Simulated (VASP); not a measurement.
Level of theory: PBEsol GGA, VASP's PBE PAW potentials (set 64) (plane waves; VASP).

A VASP calculation is set up with these files.

### POSCAR
```
Cl
1.0
  1.9652259509   1.0701767004   3.1996707743
 -1.9652259509   1.0701767004   3.1996707743
  0.0000000000  -2.3336951963   3.2677482122
Cl
2
Cart
 -0.0000000000  -0.0483460969   2.4173048426
  0.0000000000  -0.1449956986   7.2497849182
```

### KPOINTS
```
Regular mesh
0
Gamma
 10 10 10
```

### INCAR
```
ALGO=Normal
EDIFF=1E-7
ENCUT=480
GGA=PS
ISIF=2
ISMEAR=1
LASPH=.True.
LCHARG=.False.
LREAL=.False.
LWAVE=.False.
NELM=100
PREC=Accurate
SIGMA=0.1
SYSTEM=Cl
```

POTCAR, in this order: Cl (PBE.64 set). Program: vasp_std.

Estimate the energy per atom (σ→0), band gap (on the k-mesh).

```json
{
 "energy per atom (σ→0)": "-1.429 eV/atom",
 "band gap (on the k-mesh)": "none (metal, semimetal or under 0.01 eV)"
}
```

**OSZICAR**
```
...
DAV:   7    -0.286003096976E+01   -0.75015E-03   -0.95327E-03  7491   0.766E-01    0.215E-01
DAV:   8    -0.285954439591E+01    0.48657E-03   -0.15874E-03  7605   0.296E-01    0.256E-02
DAV:   9    -0.285953855727E+01    0.58386E-05   -0.33119E-05  7635   0.490E-02    0.117E-02
DAV:  10    -0.285954124220E+01   -0.26849E-05   -0.29387E-06  7637   0.140E-02    0.595E-03
DAV:  11    -0.285954240294E+01   -0.11607E-05   -0.12846E-06  7458   0.881E-03    0.314E-03
DAV:  12    -0.285954227783E+01    0.12510E-06   -0.60021E-08  5469   0.203E-03    0.123E-03
DAV:  13    -0.285954223509E+01    0.42747E-07   -0.17074E-08  4968   0.112E-03
   1 F= -.28595422E+01 E0= -.28589537E+01  d E =-.176565E-02
```

The structure was generated: Cl was put into the A7 type (R-3m), which need not be its known phase. This cell was strained or had an atom moved on purpose.
